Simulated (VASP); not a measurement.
VASP runs on InSb (zinc blende) share one base input (PBE GGA, plane waves, VASP's PBE PAW potentials (set 64)) and change the settings named in each case.

**KPOINTS**
```
Automatic mesh
0
Gamma
6 6 6
0 0 0
```

### POSCAR
```
InSb
1
    0.0000000000     3.2400000000     3.2400000000
    3.2400000000     0.0000000000     3.2400000000
    3.2400000000     3.2400000000     0.0000000000
In Sb
1 1
Direct
  0.0000000000   0.0000000000   0.0000000000
  0.2500000000   0.2500000000   0.2500000000
```

### INCAR
```
# general
SYSTEM =InSb
PREC   =Accurate
ENCUT  =400
LREAL  =.False.
LASPH  =.True.

# electronic loop
EDIFF  =1E-6
NELM   =100
ALGO   =Normal
LMAXMIX=4

# smearing
ISMEAR =0
SIGMA  =0.05

# functional
GGA    =PE

# ions
ISIF   =2

# output
LWAVE  =.False.
LCHARG =.False.
```

POTCAR, in this order: In_d Sb (PBE.64 set). Program: vasp_std.

```
change          E(σ→0) (eV/atom)  −TS (eV)
--------------  ----------------  --------
base run                 -3.4425   -0.0004
NELECT = 17.5            -4.5703   -0.0022
NELECT = 17.9            -3.6848   -0.0021
NELECT = 17.98           -3.4933   -0.0001
NELECT = 18.02           -3.3885   -0.0004
NELECT = 18.1            -3.1592   -0.0009
NELECT = 18.5            -1.8996   -0.0016
```
 Charged cells carry a uniform compensating background. Unless said otherwise, spin-orbit coupling is left out, though it shifts the bands of the heavy elements here.

Left out are runs that ran out of time, are held back, or changed the cell or the kind of run, fixed moments of cells without a moment, rows past the twelfth, gaps on odd meshes, pressures of charged cells and columns that move by less than the noise.

The compound is InSb in the zinc blende structure. The cell was not relaxed at this level.
